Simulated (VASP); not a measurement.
Input:

```
LiH
1.0
    0.00000     2.08080     2.08080
    2.08080     0.00000     2.08080
    2.08080     2.08080     0.00000
Li H
1 1
Direct
  0.00000   0.00000   0.00000
  0.50000   0.50000   0.50000
```

The numbers are results of PBEsol GGA, VASP's PBE PAW potentials (set 64) (plane waves; VASP 6.6.1), not measurements. Run with 520 eV cut-off, 10×10×10 Γ-centred mesh, Gaussian smearing of 0.050 eV, potentials Li_sv H.

What does the run give for the energy per atom (σ→0), pressure, band gap (on the k-mesh) with the smallest direct gap where there is one?

- band gap (on the k-mesh): 2.83 eV
- smallest direct gap (on the k-mesh): 2.83 eV
- energy per atom (σ→0): -3.046 eV/atom
- pressure: -4.12 GPa

The absolute energy has meaning only against runs of the same code, potentials and settings.

The compound is LiH in the rock salt structure. The cell was not relaxed at this level. The run is one of a series of settings (GGA = PS against the base run), some of them coarse on purpose.
